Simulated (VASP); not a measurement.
Computed with PBE GGA, VASP's PBE PAW potentials (set 64) (plane waves; VASP).

Input for VASP

**POSCAR**
```
C31Si32
1.0
  8.7583314355   0.0000000000   0.0000000000
  0.0000000000   8.7583314355   0.0000000000
  0.0000000000   0.0000000000   8.7583314355
Si C
32 31
Direct
  0.5000000000   0.0000000000   0.0000000000
  0.7500000000   0.2500000000   0.0000000000
  0.7500000000   0.0000000000   0.2500000000
  0.0000000000   0.0000000000   0.0000000000
  0.2500000000   0.2500000000   0.0000000000
  0.5000000000   0.5000000000   0.0000000000
  0.7500000000   0.7500000000   0.0000000000
  0.2500000000   0.0000000000   0.2500000000
  0.5023210000   0.2556390000   0.2515680000
  0.7444760000   0.4958670000   0.2516670000
  0.5000000000   0.0000000000   0.5000000000
  0.7556730000   0.2454140000   0.5034030000
  0.7500000000   0.0000000000   0.7500000000
  0.0000000000   0.5000000000   0.0000000000
  0.2500000000   0.7500000000   0.0000000000
  0.0000000000   0.2500000000   0.2500000000
  0.2500000000   0.5000000000   0.2500000000
  0.5000000000   0.7500000000   0.2500000000
  0.0000000000   0.0000000000   0.5000000000
  0.2500000000   0.2500000000   0.5000000000
  0.5040660000   0.4943880000   0.4956950000
  0.7500000000   0.7500000000   0.5000000000
  0.2500000000   0.0000000000   0.7500000000
  0.5000000000   0.2500000000   0.7500000000
  0.7500000000   0.5000000000   0.7500000000
  0.0000000000   0.7500000000   0.2500000000
  0.0000000000   0.5000000000   0.5000000000
  0.2500000000   0.7500000000   0.5000000000
  0.0000000000   0.2500000000   0.7500000000
  0.2500000000   0.5000000000   0.7500000000
  0.5000000000   0.7500000000   0.7500000000
  0.0000000000   0.7500000000   0.7500000000
  0.6205560000   0.1262700000   0.1226650000
  0.8799640000   0.3789240000   0.1284400000
  0.8802160000   0.1281620000   0.3760380000
  0.1250000000   0.1250000000   0.1250000000
  0.3781330000   0.3755590000   0.1210810000
  0.6274840000   0.6194480000   0.1251510000
  0.8750000000   0.8750000000   0.1250000000
  0.3789040000   0.1262100000   0.3744880000
  0.8693200000   0.6200950000   0.3757830000
  0.6277110000   0.1307020000   0.6195450000
  0.8701240000   0.3725020000   0.6202490000
  0.8750000000   0.1250000000   0.8750000000
  0.1250000000   0.6250000000   0.1250000000
  0.3750000000   0.8750000000   0.1250000000
  0.1250000000   0.3750000000   0.3750000000
  0.3745340000   0.6255020000   0.3758780000
  0.6250000000   0.8750000000   0.3750000000
  0.1250000000   0.1250000000   0.6250000000
  0.3695250000   0.3705440000   0.6220800000
  0.6226020000   0.6254570000   0.6205750000
  0.8750000000   0.8750000000   0.6250000000
  0.3750000000   0.1250000000   0.8750000000
  0.6250000000   0.3750000000   0.8750000000
  0.8750000000   0.6250000000   0.8750000000
  0.1250000000   0.8750000000   0.3750000000
  0.1250000000   0.6250000000   0.6250000000
  0.3750000000   0.8750000000   0.6250000000
  0.1250000000   0.3750000000   0.8750000000
  0.3750000000   0.6250000000   0.8750000000
  0.6250000000   0.8750000000   0.8750000000
  0.1250000000   0.8750000000   0.8750000000
```

File KPOINTS:
```
kpoints
0
G
  1 1 1
```

**INCAR**
```
PREC = Normal
LWAVE = .TRUE.
NSW = 60
EDIFFG = -0.03
ALGO = Fast   ! Davidson, then RMM-DIIS
ISMEAR = 0   ! Gaussian
IBRION = 2   ! conjugate gradients
LASPH = .TRUE.
LCHARG = .FALSE.
ISIF = 2   ! forces and stress, cell fixed
NELM = 100   ! most electronic steps
ENCUT = 400   ! plane-wave cut-off (eV)
LREAL = Auto   ! projection in real space or not
NELMIN = 4
GGA = PE
EDIFF = 1E-5
SIGMA = 0.05   ! width (eV)
ISYM = 0
SYSTEM = C31Si32
```

POTCAR, in this order: Si C (PBE.64 set). Program: vasp_gam.

The run wrote:

**OSZICAR**
```
...
  17 F= -.46581963E+03 E0= -.46581312E+03  d E =-.344966E-02
       N       E                     dE             d eps       ncg     rms          rms(c)
DAV:   1    -0.465819818646E+03   -0.19570E-03   -0.93060E-02   360   0.762E-01    0.127E-01
RMM:   2    -0.465819672874E+03    0.14577E-03   -0.34781E-03   316   0.148E-01    0.487E-02
RMM:   3    -0.465819659476E+03    0.13398E-04   -0.42368E-04   317   0.540E-02    0.270E-02
RMM:   4    -0.465819659314E+03    0.16234E-06   -0.13703E-04   319   0.239E-02    0.872E-03
RMM:   5    -0.465819659625E+03   -0.31163E-06   -0.17669E-05   193   0.100E-02
  18 F= -.46581966E+03 E0= -.46581476E+03  d E =-.348083E-02
       N       E                     dE             d eps       ncg     rms          rms(c)
DAV:   1    -0.465819776700E+03   -0.11739E-03   -0.25059E-02   352   0.396E-01    0.666E-02
RMM:   2    -0.465819734130E+03    0.42570E-04   -0.93236E-04   316   0.763E-02    0.246E-02
RMM:   3    -0.465819731347E+03    0.27828E-05   -0.10433E-04   317   0.273E-02    0.145E-02
RMM:   4    -0.465819730328E+03    0.10190E-05   -0.37277E-05   237   0.124E-02
  19 F= -.46581973E+03 E0= -.46581400E+03  d E =-.355153E-02
       N       E                     dE             d eps       ncg     rms          rms(c)
DAV:   1    -0.465820192701E+03   -0.46135E-03   -0.63282E-03   360   0.184E-01    0.397E-02
RMM:   2    -0.465820164735E+03    0.27966E-04   -0.30397E-04   316   0.435E-02    0.137E-02
RMM:   3    -0.465820163221E+03    0.15141E-05   -0.31879E-05   216   0.152E-02    0.776E-03
RMM:   4    -0.465820162855E+03    0.36625E-06   -0.10375E-05   184   0.663E-03
  20 F= -.46582016E+03 E0= -.46581484E+03  d E =-.432526E-03
       N       E                     dE             d eps       ncg     rms          rms(c)
DAV:   1    -0.465821338541E+03   -0.11753E-02   -0.55637E-02   328   0.555E-01    0.112E-01
RMM:   2    -0.465821232273E+03    0.10627E-03   -0.28720E-03   316   0.135E-01    0.456E-02
RMM:   3    -0.465821216303E+03    0.15970E-04   -0.31458E-04   316   0.475E-02    0.244E-02
RMM:   4    -0.465821216221E+03    0.82171E-07   -0.10114E-04   309   0.209E-02    0.783E-03
RMM:   5    -0.465821216541E+03   -0.31973E-06   -0.13054E-05   190   0.878E-03
  21 F= -.46582122E+03 E0= -.46581716E+03  d E =-.148621E-02
       N       E                     dE             d eps       ncg     rms          rms(c)
DAV:   1    -0.465821142907E+03    0.73315E-04   -0.21012E-01   360   0.111E+00    0.184E-01
RMM:   2    -0.465821403758E+03   -0.26085E-03   -0.10534E-02   316   0.263E-01    0.894E-02
RMM:   3    -0.465821323450E+03    0.80309E-04   -0.11868E-03   316   0.930E-02    0.454E-02
RMM:   4    -0.465821324553E+03   -0.11032E-05   -0.36518E-04   318   0.410E-02    0.153E-02
RMM:   5    -0.465821327681E+03   -0.31283E-05   -0.50210E-05   250   0.171E-02
  22 F= -.46582133E+03 E0= -.46581953E+03  d E =-.159735E-02
       N       E                     dE             d eps       ncg     rms          rms(c)
DAV:   1    -0.465821627240E+03   -0.30269E-03   -0.59878E-02   352   0.600E-01    0.989E-02
RMM:   2    -0.465821704907E+03   -0.77667E-04   -0.29725E-03   316   0.139E-01    0.468E-02
RMM:   3    -0.465821687838E+03    0.17069E-04   -0.30900E-04   316   0.480E-02    0.254E-02
RMM:   4    -0.465821685718E+03    0.21199E-05   -0.10554E-04   312   0.217E-02    0.797E-03
RMM:   5    -0.465821685735E+03   -0.16797E-07   -0.13235E-05   191   0.892E-03
  23 F= -.46582169E+03 E0= -.46581875E+03  d E =-.195541E-02
       N       E                     dE             d eps       ncg     rms          rms(c)
DAV:   1    -0.465822666244E+03   -0.98053E-03   -0.66834E-03   344   0.210E-01    0.288E-02
RMM:   2    -0.465822666524E+03   -0.27944E-06   -0.21646E-04   316   0.374E-02    0.128E-02
RMM:   3    -0.465822664411E+03    0.21124E-05   -0.32470E-05   217   0.139E-02    0.628E-03
RMM:   4    -0.465822664375E+03    0.36092E-07   -0.62506E-06   185   0.556E-03
  24 F= -.46582266E+03 E0= -.46581969E+03  d E =-.978641E-03
       N       E                     dE             d eps       ncg     rms          rms(c)
DAV:   1    -0.465824878896E+03   -0.22145E-02   -0.60172E-02   328   0.632E-01    0.869E-02
RMM:   2    -0.465824899460E+03   -0.20564E-04   -0.20180E-03   316   0.114E-01    0.393E-02
RMM:   3    -0.465824880520E+03    0.18940E-04   -0.29660E-04   318   0.425E-02    0.189E-02
RMM:   4    -0.465824881595E+03   -0.10750E-05   -0.71637E-05   303   0.182E-02
  25 F= -.46582488E+03 E0= -.46582182E+03  d E =-.319586E-02
       N       E                     dE             d eps       ncg     rms          rms(c)
DAV:   1    -0.465826075277E+03   -0.11948E-02   -0.24102E-01   344   0.127E+00    0.173E-01
RMM:   2    -0.465826206240E+03   -0.13096E-03   -0.81066E-03   316   0.229E-01    0.796E-02
RMM:   3    -0.465826126280E+03    0.79960E-04   -0.11963E-03   318   0.854E-02    0.378E-02
RMM:   4    -0.465826131890E+03   -0.56102E-05   -0.29136E-04   318   0.367E-02    0.141E-02
RMM:   5    -0.465826134045E+03   -0.21550E-05   -0.38841E-05   234   0.157E-02
  26 F= -.46582613E+03 E0= -.46582308E+03  d E =-.444831E-02
       N       E                     dE             d eps       ncg     rms          rms(c)
DAV:   1    -0.465826225219E+03   -0.93329E-04   -0.10860E-02   360   0.269E-01    0.357E-02
RMM:   2    -0.465826228759E+03   -0.35399E-05   -0.34584E-04   316   0.475E-02    0.167E-02
RMM:   3    -0.465826224063E+03    0.46958E-05   -0.48428E-05   285   0.171E-02    0.793E-03
RMM:   4    -0.465826223880E+03    0.18351E-06   -0.10856E-05   187   0.717E-03
  27 F= -.46582622E+03 E0= -.46582315E+03  d E =-.453815E-02
       N       E                     dE             d eps       ncg     rms          rms(c)
DAV:   1    -0.465827008143E+03   -0.78408E-03   -0.14637E-02   344   0.318E-01    0.411E-02
RMM:   2    -0.465827023940E+03   -0.15798E-04   -0.53921E-04   316   0.585E-02    0.200E-02
RMM:   3    -0.465827020333E+03    0.36067E-05   -0.83758E-05   317   0.217E-02    0.108E-02
RMM:   4    -0.465827020192E+03    0.14182E-06   -0.19713E-05   194   0.956E-03
  28 F= -.46582702E+03 E0= -.46582392E+03  d E =-.796312E-03
       N       E                     dE             d eps       ncg     rms          rms(c)
DAV:   1    -0.465827524887E+03   -0.50455E-03   -0.45948E-02   328   0.565E-01    0.742E-02
RMM:   2    -0.465827582635E+03   -0.57748E-04   -0.17551E-03   316   0.105E-01    0.363E-02
RMM:   3    -0.465827573419E+03    0.92165E-05   -0.27165E-04   321   0.392E-02    0.199E-02
RMM:   4    -0.465827573358E+03    0.60456E-07   -0.67713E-05   295   0.173E-02
  29 F= -.46582757E+03 E0= -.46582447E+03  d E =-.134948E-02
       N       E                     dE             d eps       ncg     rms          rms(c)
DAV:   1    -0.465827803130E+03   -0.22971E-03   -0.76466E-03   360   0.232E-01    0.250E-02
RMM:   2    -0.465827808561E+03   -0.54312E-05   -0.17148E-04   316   0.328E-02    0.116E-02
RMM:   3    -0.465827807626E+03    0.93473E-06   -0.32101E-05   220   0.131E-02    0.612E-03
RMM:   4    -0.465827807982E+03   -0.35587E-06   -0.63077E-06   188   0.543E-03
  30 F= -.46582781E+03 E0= -.46582473E+03  d E =-.234623E-03
       N       E                     dE             d eps       ncg     rms          rms(c)
DAV:   1    -0.465827959559E+03   -0.15193E-03   -0.28168E-02   328   0.446E-01    0.475E-02
RMM:   2    -0.465827980473E+03   -0.20915E-04   -0.60028E-04   316   0.611E-02    0.214E-02
RMM:   3    -0.465827977206E+03    0.32670E-05   -0.10984E-04   318   0.244E-02    0.109E-02
RMM:   4    -0.465827978284E+03   -0.10779E-05   -0.23997E-05   200   0.105E-02
  31 F= -.46582798E+03 E0= -.46582494E+03  d E =-.404926E-03
```

File OUTCAR:
```
------------------------ aborting loop because EDIFF is reached ----------------------------------------
  FORCE on cell =-STRESS in cart. coord.  units (eV):
  Direction    XX          YY          ZZ          XY          YZ          ZX
  --------------------------------------------------------------------------------------
  Total       -7.9270165     -5.1266600     -4.8538919      0.1101283      0.0202554     -0.0108339
  in kB      -18.9041091    -12.2259037    -11.5754145      0.2626306      0.0483044     -0.0258364
  external PRESSURE =     -14.2351424 kB  Pullay stress =       0.0000000 kB
  volume of cell :      671.84
      direct lattice vectors                 reciprocal lattice vectors
     8.758331436  0.000000000  0.000000000     0.114176999  0.000000000  0.000000000
     0.000000000  8.758331436  0.000000000     0.000000000  0.114176999  0.000000000
     0.000000000  0.000000000  8.758331436     0.000000000  0.000000000  0.114176999
  FREE ENERGIE OF THE ION-ELECTRON SYSTEM (eV)
  ---------------------------------------------------
  free  energy   TOTEN  =      -465.8279782843 eV

  energy  without entropy=     -465.8219101894  energy(sigma->0) =     -465.82494424

 reached required accuracy - stopping structural energy minimisation
```
(Selected blocks of OUTCAR.)

**CONTCAR**
```
C31Si32
   1.00000000000000
     8.7583314355000006    0.0000000000000000    0.0000000000000000
     0.0000000000000000    8.7583314355000006    0.0000000000000000
     0.0000000000000000    0.0000000000000000    8.7583314355000006
  Si              C
    32    31
Direct
     0.4968481373305459    0.9974702549865965    0.9973453631950135
     0.7512769014594147    0.2512742469880080    0.9968946394189905
     0.7512399572066252    0.9971318524399475    0.2512524824091124
     0.9992708562130609    0.9982572538227824    0.9980783416269484
     0.2500912144791969    0.2492100732020746    0.9980548113677808
     0.4989955111839277    0.4982522719064856    0.9970500122995992
     0.7533236000434013    0.7521262504028809    0.9974262427767188
     0.2501591261285936    0.9981597173200305    0.2492951855751664
     0.4913302692270506    0.2419567386331365    0.2420794580165122
     0.7590879777821312    0.5075270075806229    0.2420638959037741
     0.4988972523318941    0.9971105636574530    0.4982977662486568
     0.7584205389597533    0.2426325719590162    0.5071439733618758
     0.7532004219021748    0.9977425813227615    0.7519227997542833
     0.0001284024027295    0.5004256178761052    0.9979365550851174
     0.2509829473285324    0.7513413218557093    0.9981920341995859
     0.0008916685768767    0.2510365357410692    0.2510185994375363
     0.2492331765234435    0.4985288726667757    0.2511083729975140
     0.4989712892298280    0.7525211007353260    0.2513400606472390
     0.9998466029135528    0.9983877069446555    0.5000457270393541
     0.2491436309831814    0.2510317503947895    0.4985120281612965
     0.4914842177123565    0.5074817536331371    0.5075927268991209
     0.7512898059166228    0.7526713680370066    0.4982373567231000
     0.2508277331711447    0.9982279243396081    0.7513046477286938
     0.4988295759069149    0.2513004002465799    0.7526637838356562
     0.7512646673364138    0.4984094409632757    0.7526652611909072
     0.0001207349642150    0.7515679312912905    0.2492763534445386
     0.0009819255472576    0.4987091025832955    0.4985412771283781
     0.2502218310875474    0.7515494379393952    0.5002124622658355
     0.9999472902582650    0.2494131042909772    0.7513473275792527
     0.2502193212723600    0.5004331086804829    0.7515898011314868
     0.4969570797303109    0.7521124025882532    0.7522023260459784
     0.9992739703725437    0.7515539618574133    0.7513375311641692
     0.6267493256028637    0.1251982622972419    0.1250860512349549
     0.8749592447388788    0.3735832529758088    0.1255630704781288
     0.8746361668300238    0.1260218626783539    0.3734023547444880
     0.1248166868533015    0.1246228846257652    0.1245858020026799
     0.3752818499019722    0.3760035117221242    0.1257520676609993
     0.6234719829468039    0.6243303507560096    0.1252516712872788
     0.8753135100952959    0.8748587360814933    0.1248987039437767
     0.3752461678097987    0.1257864040845016    0.3760821745904908
     0.8749470762177136    0.6239306045651135    0.3760430784839294
     0.6232720040671924    0.1254398629372000    0.6242580375382332
     0.8747717631933430    0.3762488840637205    0.6237288325724146
     0.8753268457935387    0.1250288756377619    0.8746619400531738
     0.1253936040891500    0.6249741060304472    0.1245924441221125
     0.3749415744813398    0.8746892130847299    0.1249337475234167
     0.1249574222286218    0.3748402740647620    0.3747997552854285
     0.3754044522712826    0.6237133230950355    0.3736273820834130
     0.6250545319757288    0.8748500293252713    0.3747767554427213
     0.1252044863027818    0.1246536854507882    0.6248437452646509
     0.3752012397127037    0.3735665097843293    0.6238551745957621
     0.6268949672463334    0.6245078430049618    0.6244566973580808
     0.8752985582680205    0.8749205684526452    0.6244830751198737
     0.3747918091534420    0.1248812602838067    0.8746473065670607
     0.6250710341194192    0.3747848998262347    0.8747921190808544
     0.8754129440002123    0.6247591282146543    0.8746774817940991
     0.1250917758789394    0.8748983686032010    0.3747881245834895
     0.1249210484139477    0.6250862766479458    0.6249612614856849
     0.3749205914162727    0.8748707636851079    0.6246435550703039
     0.1251353524039812    0.3748134118301137    0.8746757725774826
     0.3750269063528878    0.6246208567593039    0.8749489847564731
     0.6251808051790243    0.8748805435110142    0.8747067583272535
     0.1251556369733178    0.8747642190336017    0.8747528697120887
```

At this cut-off the stress carries a Pulay error, which pulls relaxed volumes low. The supercell is sampled at Γ alone, which is coarse: total energies, pressure and levels can be off, energies of defects by several tenths of an eV.

The cell is a supercell with a defect, built from SiC (zinc blende): vac_C. The run is not spin-polarised, so no state with unpaired spins was tried.
